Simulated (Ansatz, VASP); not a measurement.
**GaP (GaP (F-43m)): VASP beside Ansatz**

One calculation is typed for both programs; each brings its own data sets. How far apart do they land? The cell is taken from a series of runs on this material, whose earlier steps may have relaxed, scaled, displaced or heated it; both programs get it as it stands.

Program: Ansatz 0.2.0. Level of theory: plane waves, with VASP 6.6.1 beside it; relaxation of cell and atoms at r2SCAN. Results are calculated unless marked as measured.

## Step 1: Starting point

Symmetry: F-43m, No. 216, cubic system. The conventional cell has a = 5.452 Å, b = 5.452 Å, c = 5.452 Å, α = 90.00°, β = 90.00°, γ = 90.00°. Nearest to Ga lie 4 P at 2.36 Å. Nearest to P lie 4 Ga at 2.36 Å. Farther neighbours are not listed.

As a file:

```cif
data_structure
_symmetry_space_group_name_H-M 'P 1'
_symmetry_Int_Tables_number 1
_cell_length_a 3.8549
_cell_length_b 3.8549
_cell_length_c 3.8549
_cell_angle_alpha 60.000
_cell_angle_beta 60.000
_cell_angle_gamma 60.000
_cell_volume 40.51
loop_
_atom_site_label
_atom_site_type_symbol
_atom_site_fract_x
_atom_site_fract_y
_atom_site_fract_z
_atom_site_occupancy
Ga1 Ga 0.00000 0.00000 0.00000 1
P2 P 0.75005 0.75005 0.75005 1
```

## Step 2: VASP: relaxation of cell and atoms, r2SCAN

The relaxed volume is the usual yardstick between codes: in a stiff, nearly cubic crystal its relative difference is about their pressure difference at one cell divided by the bulk modulus.

Lines of VASP's logs that name or quote its potential files are left out, and so is its time.

INCAR

```
SYSTEM = GaP
PREC = Accurate
ENCUT = 550
EDIFF = 1E-07
NELM = 120
ISMEAR = 0
SIGMA = 0.01
LREAL = .FALSE.
ALGO = Normal
METAGGA = R2SCAN
LASPH = .TRUE.
NBANDS = 15
LORBIT = 11
LWAVE = .FALSE.
LCHARG = .FALSE.
ISIF = 3
IBRION = 2
NSW = 80
EDIFFG = -0.005
GGA_COMPAT = .FALSE.
NELMIN = 4
EFERMI = MIDGAP
LMIXTAU = .TRUE.
```

POSCAR

```
GaP
1.0
    0.0000000000      2.7258120000      2.7258120000
    2.7258120000      0.0000000000      2.7258120000
    2.7258120000      2.7258120000      0.0000000000
Ga P
1 1
Direct
    0.0000000000      0.0000000000      0.0000000000
    0.7500517277      0.7500517277      0.7500517277
```

KPOINTS

```
Automatic mesh
0
Gamma
9 9 9
0 0 0
```

The projector-augmented-wave data sets are Ga_d and P (PBE family, release 64).

The run is started by

```
$ mpirun -np 1 vasp_std
```

Numbers of over 12 decimals in the logs are rounded to 6 here.

What it wrote:

```text
[banner, memory and clock lines left out]
running    1 mpi-ranks, on    1 nodes
 distrk:  each k-point on    1 cores,    1 groups
 distr:  one band on    1 cores,    1 groups

 POSCAR found type information on POSCAR GaP
 POSCAR found :  2 types and       2 ions
|                                                                             |
|               ----> ADVICE to this user running VASP <----                  |
|                                                                             |
|     You enforced a specific xc type in the INCAR file but a different       |
|     [... a line on the potential file left out ...]
|     I HOPE YOU KNOW WHAT YOU ARE DOING!                                     |
|                                                                             |

 LDA part: xc-table for (None), standard interpolation
 POSCAR, INCAR and KPOINTS ok, starting setup
 FFT: planning ... GRIDC
 FFT: planning ... GRID_SOFT
 FFT: planning ... GRID
 WAVECAR not read
 entering main loop
       N       E                     dE             d eps       ncg     rms          rms(c)
DAV:   1     0.700363558531E+02    0.70036E+02   -0.96359E+03  2630   0.186E+03
DAV:   2    -0.170853666272E+02   -0.87122E+02   -0.82964E+02  2942   0.335E+02
DAV:   3    -0.236307519158E+02   -0.65454E+01   -0.65211E+01  3096   0.717E+01
DAV:   4    -0.237403570816E+02   -0.10961E+00   -0.10957E+00  3202   0.101E+01
DAV:   5    -0.237425297031E+02   -0.21726E-02   -0.21725E-02  3278   0.123E+00    0.482E+00
DAV:   6    -0.214306673276E+02    0.23119E+01   -0.63414E-01  3242   0.166E+01    0.316E+00
DAV:   7    -0.215936620087E+02   -0.16299E+00   -0.37683E-01  3187   0.679E+00    0.149E+00
DAV:   8    -0.214395977347E+02    0.15406E+00   -0.11451E-01  2620   0.425E+00    0.100E+00
DAV:   9    -0.214451469922E+02   -0.55493E-02   -0.19306E-01  2564   0.424E+00    0.252E-01
DAV:  10    -0.214581999655E+02   -0.13053E-01   -0.15031E-01  2550   0.358E+00    0.123E-01
DAV:  11    -0.214637493911E+02   -0.55494E-02   -0.58613E-03  3285   0.571E-01    0.516E-02
DAV:  12    -0.214630792752E+02    0.67012E-03   -0.44036E-04  3096   0.175E-01    0.608E-02
DAV:  13    -0.214641450642E+02   -0.10658E-02   -0.78676E-04  2774   0.295E-01    0.237E-02
DAV:  14    -0.214641566818E+02   -0.11618E-04   -0.25142E-05  3474   0.429E-02    0.307E-02
DAV:  15    -0.214641600329E+02   -0.33511E-05   -0.75273E-06  2823   0.293E-02    0.235E-02
DAV:  16    -0.214641696084E+02   -0.95755E-05   -0.35600E-06  2949   0.251E-02    0.253E-03
DAV:  17    -0.214641692826E+02    0.32586E-06   -0.51508E-07  3236   0.737E-03    0.275E-03
DAV:  18    -0.214641686628E+02    0.61976E-06   -0.41919E-07  2781   0.664E-03    0.624E-04
DAV:  19    -0.214641681540E+02    0.50881E-06   -0.66132E-08  2150   0.282E-03    0.727E-04
DAV:  20    -0.214641682826E+02   -0.12856E-06   -0.23818E-08  1527   0.188E-03    0.131E-04
DAV:  21    -0.214641682808E+02    0.17694E-08   -0.68539E-09  1464   0.992E-04
   1 F= -.21464168E+02 E0= -.21464168E+02  d E =-.214642E+02
 curvature:   0.00 expect dE= 0.000E+00 dE for cont linesearch  0.000E+00
 trial: gam= 0.00000 g(F)=  0.240E-05 g(S)=  0.304E-04 ort = 0.000E+00 (trialstep = 0.100E+01)
 search vector abs. value=  0.328E-04
 bond charge predicted
       N       E                     dE             d eps       ncg     rms          rms(c)
DAV:   1    -0.214644768954E+02   -0.30861E-03   -0.39538E-03  3222   0.124E+00    0.106E-01
DAV:   2    -0.214642473404E+02    0.22956E-03   -0.48487E-04  3201   0.481E-01    0.500E-02
DAV:   3    -0.214641869767E+02    0.60364E-04   -0.84808E-05  3159   0.190E-01    0.109E-02
DAV:   4    -0.214641839618E+02    0.30149E-05   -0.33064E-05  2648   0.699E-02    0.316E-03
DAV:   5    -0.214641863184E+02   -0.23566E-05   -0.23566E-06  2718   0.169E-02    0.413E-03
DAV:   6    -0.214641855790E+02    0.73945E-06   -0.28850E-07  3189   0.494E-03    0.234E-03
DAV:   7    -0.214641847133E+02    0.86564E-06   -0.50378E-07  2655   0.839E-03    0.499E-04
DAV:   8    -0.214641846989E+02    0.14395E-07   -0.28113E-07  2585   0.592E-03
   2 F= -.21464185E+02 E0= -.21464185E+02  d E =-.164181E-04
 trial-energy change:   -0.000016  1 .order   -0.000008   -0.000033    0.000017
 step:   0.8151(harm=  0.6619)  dis= 0.00011  next Energy=   -21.464186 (dE=-0.179E-04)
 bond charge predicted
       N       E                     dE             d eps       ncg     rms          rms(c)
DAV:   1    -0.214641975160E+02   -0.12803E-04   -0.13527E-04  3229   0.230E-01    0.197E-02
DAV:   2    -0.214641878265E+02    0.96895E-05   -0.16495E-05  3194   0.879E-02    0.929E-03
DAV:   3    -0.214641847957E+02    0.30308E-05   -0.28952E-06  3159   0.350E-02    0.200E-03
DAV:   4    -0.214641847278E+02    0.67947E-07   -0.11449E-06  2606   0.130E-02    0.589E-04
DAV:   5    -0.214641849708E+02   -0.24303E-06   -0.79685E-08  1926   0.321E-03    0.648E-04
DAV:   6    -0.214641851637E+02   -0.19289E-06   -0.53600E-08  1506   0.312E-03    0.220E-04
DAV:   7    -0.214641852043E+02   -0.40634E-07   -0.59076E-08  1849   0.355E-03
   3 F= -.21464185E+02 E0= -.21464185E+02  d E =-.169235E-04
 curvature:  -0.26 expect dE=-0.836E-06 dE for cont linesearch -0.746E-06
 trial: gam= 0.00000 g(F)=  0.514E-11 g(S)=  0.318E-05 ort =-0.965E-05 (trialstep = 0.963E+00)
 search vector abs. value=  0.318E-05
 reached required accuracy - stopping structural energy minimisation
```

Parts of OUTCAR (step 2):

```text
ion  position               nearest neighbor table
   1  0.000  0.000  0.000-   2 2.36   2 2.36   2 2.36   2 2.36
   2  0.750  0.750  0.750-   1 2.36   1 2.36   1 2.36   1 2.36

  LATTYP: Found a face centered cubic cell.
 ALAT       =     5.4516240000

 Subroutine GETGRP returns: Found  6 space group operations
 (whereof  6 operations were pure point group operations)

The static configuration has the point symmetry C_3v.

 Found     85 irreducible k-points:

   k-points           NKPTS =     85   k-points in BZ     NKDIM =     85   number of bands    NBANDS=     15

   dimension x,y,z NGX =    30 NGY =   30 NGZ =   30
   dimension x,y,z NGXF=    60 NGYF=   60 NGZF=   60

   ENCUT  =  550.0 eV  40.42 Ry    6.36 a.u.   7.37  7.37  7.37*2*pi/ulx,y,z

   NELECT =      18.0000    total number of electrons

 k-points in reciprocal lattice and weights: Automatic mesh
   0.00000000  0.00000000  0.00000000       0.001
   0.11111111  0.00000000  0.00000000       0.008
   0.11111111  0.11111111  0.11111111       0.003
   0.22222222  0.00000000  0.00000000       0.008
   0.22222222  0.22222222  0.22222222       0.003
   0.33333333  0.00000000  0.00000000       0.008
   0.33333333  0.33333333  0.33333333       0.003
   0.44444444  0.00000000  0.00000000       0.008
   0.44444444  0.44444444  0.44444444       0.003
[...]
-0.33333333  0.44444444  0.22222222       0.016
   0.44444444  0.22222222 -0.22222222       0.016

 average (electrostatic) potential at core
       1 -70.1792       2 -86.4534

 E-fermi :   5.3959

 k-point     1 :       0.0000    0.0000    0.0000
  band No.  band energies     occupation
    ...
      5     -10.4083      2.00000
      6      -8.5586      2.00000
      7       4.4667      2.00000
      8       4.4676      2.00000
      9       4.4676      2.00000
     10       6.8165      0.00000
     11       8.6574      0.00000
     12       8.6589      0.00000
     13       8.6589      0.00000
     14      13.9334      0.00000
    ...

 k-point     2 :       0.1111    0.0000    0.0000
  band No.  band energies     occupation
    ...
      5     -10.4083      2.00000
      6      -8.3892      2.00000
      7       3.0986      2.00000
      8       4.2731      2.00000
      9       4.2739      2.00000
     10       7.3442      0.00000
     11       8.9571      0.00000
     12       8.9584      0.00000
     13       9.1617      0.00000
     14      14.1998      0.00000
    ...

 k-point     3 :       0.1111    0.1111    0.1111
  band No.  band energies     occupation
    ...
      5     -10.4083      2.00000
      6      -8.3892      2.00000
      7       3.0976      2.00000
      8       4.2740      2.00000
      9       4.2740      2.00000
     10       7.3453      0.00000
     11       8.9583      0.00000
     12       8.9583      0.00000
     13       9.1601      0.00000
     14      14.2003      0.00000
    ...

  Total        0.0062572      0.0062572      0.0062572     -0.0015439     -0.0015439     -0.0015439
  in kB        0.2477933      0.2477933      0.2477933     -0.0611405     -0.0611405     -0.0611405
  external PRESSURE =       0.2477933 kB  Pullay stress =       0.0000000 kB

  energy-cutoff  :      550.00
  volume of cell :       40.46
      direct lattice vectors                 reciprocal lattice vectors
     0.000224700  2.724837544  2.724837544    -0.183519877  0.183504745  0.183504745
     2.724837544  0.000224700  2.724837544     0.183504745 -0.183519877  0.183504745
     2.724837544  2.724837544  0.000224700     0.183504745  0.183504745 -0.183519877

 POSITION                                       TOTAL-FORCE (eV/Angst)
 -----------------------------------------------------------------------------------
      0.00011      0.00011      0.00011         0.000004      0.000004      0.000004
      4.08759      4.08759      4.08759        -0.000004     -0.000004     -0.000004
 -----------------------------------------------------------------------------------
    total drift:                                0.000074      0.000074      0.000074

  FREE ENERGIE OF THE ION-ELECTRON SYSTEM (eV)
  ---------------------------------------------------
  free  energy   TOTEN  =       -21.4641852043 eV

  energy  without entropy=      -21.4641852043  energy(sigma->0) =      -21.46418520

 reached required accuracy - stopping structural energy minimisation

 total charge
# of ion       s       p       d       tot
------------------------------------------
    1        0.831   0.848  10.018  11.697
    2        1.009   1.541   0.000   2.550
--------------------------------------------------
tot          1.840   2.389  10.018  14.247

[... 3 further parts left out ...]
```

(Part 1 of 2 ends here.)

[Lines on the potential files, build, host, timing and source positions are cut from VASP's logs without a mark.]

[Logs are printed without paths, hosts, clocks, repeated set-up lines and the standing remarks that a program may print on its own settings, such as how far it seeks lower states.]

[Hosts, paths, dates, database ids (printed as entryN), source tags and the programs' standing remarks are cut or masked in the printed files.]
